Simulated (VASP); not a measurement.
Consider the following.

```
ZrS2
1.0
    1.84526    -3.19609     0.00799
    1.84526     3.19609    -0.00799
    0.00000    -0.01510     6.04162
Zr S
1 2
Direct
  0.00000   0.00000   0.00000
  0.33333   0.66667   0.23785
  0.66667   0.33333   0.76215
```

Level of theory: r2SCAN meta-GGA, VASP's PBE PAW potentials (set 64) (plane waves; VASP). Settings: 480 eV cut-off, 6×6×4 Γ-centred mesh, Gaussian smearing of 0.050 eV, potentials Zr_sv S.

Q: Give the force on each atom (eV/Å).

A: 
```csv
atom,Fx,Fy,Fz
Zr1,0.000,0.000,0.000
S2,0.000,0.053,-0.014
S3,0.000,-0.053,0.014
```

Q: Give the stress tensor in GPa (positive for a compressed cell).

A: 
```
 0.16   0.00   0.00
 0.00  -0.06   0.36
 0.00   0.36   0.06
```
The pressure is its mean diagonal, 0.05 GPa.

The compound is ZrS2 in the 1T layered structure. This cell was strained or had an atom moved on purpose.
